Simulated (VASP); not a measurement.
GW runs with VASP on RbCl (rock salt), on PBE orbitals with a Kohn-Sham gap of 5.00 eV on the mesh.

```cif
data_Cl4Rb4
_chemical_formula_sum 'Rb4 Cl4'
_space_group_name_H-M_alt 'Fm-3m'
_space_group_IT_number 225
_space_group_name_Hall '-F 4 2 3'
_cell_length_a 6.58000
_cell_length_b 6.58000
_cell_length_c 6.58000
_cell_angle_alpha 90.000
_cell_angle_beta 90.000
_cell_angle_gamma 90.000
loop_
_atom_site_label
_atom_site_type_symbol
_atom_site_symmetry_multiplicity
_atom_site_Wyckoff_symbol
_atom_site_fract_x
_atom_site_fract_y
_atom_site_fract_z
_atom_site_occupancy
Rb1 Rb 4 a 0.00000 0.00000 0.00000 1
Cl1 Cl 4 b 0.50000 0.50000 0.50000 1
```
(The calculation used a cell of 2 atoms; values per cell refer to that cell.)

Settings: PREC = Normal, 500 eV cut-off, 4×4×4 Γ-centred mesh, Gaussian smearing of 0.010 eV, potentials Rb_sv_GW Cl_GW.

The mesh is coarse and the basis finite, so the quasiparticle values are not converged.

| run | level | NBANDS | ENCUTGW (eV) | QP gap (eV) | smallest direct QP gap (eV) |
|---|---|---|---|---|---|
| run 1 | G0W0@PBE, 1 step(s) | 64 | 150 | 7.45 | 7.45 |
| run 2 | G0W0@PBE, 1 step(s) | 160 | 200 | [?] | [?] |

**Question.** What belongs in the gaps?

**Answer.** 
- run 2, QP gap (eV): 7.64
- run 2, smallest direct QP gap (eV): 7.64

Left out are failed runs and those that VASP or the mesh makes unfit.

The compound is RbCl in the rock salt structure. The cell was not relaxed at this level.
